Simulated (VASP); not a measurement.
Here is the system:

```
CELL_PARAMETERS angstrom
      1.56702    -2.71417     0.00000
      1.56702     2.71417     0.00000
      0.00000     0.00000     3.49393
ATOMIC_POSITIONS crystal
  Zr 0.00000 0.00000 0.00000
  B  0.33333 0.66667 0.50000
  B  0.66667 0.33333 0.50000
```

Level of theory: LDA (Ceperley-Alder, Perdew-Zunger), VASP's LDA PAW potentials (set 64) (plane waves; VASP). Numerical set-up: 520 eV cut-off, 10×10×8 Γ-centred mesh, first-order Methfessel-Paxton smearing of 0.10 eV, potentials Zr_sv B.

Question: Predict the energy per atom (σ→0), band gap (on the k-mesh) with the smallest direct gap where there is one.

Answer: 
```
Item                                                         Value
------------------------  ----------------------------------------
band gap (on the k-mesh)  none (metal, semimetal or under 0.01 eV)
energy per atom (σ→0)                               -9.159 eV/atom
```

Total energies compare only between runs with the same potentials, cut-off and functional.

The compound is ZrB2 in the AlB2 type structure. It was relaxed first. The start is the result of an earlier pass.
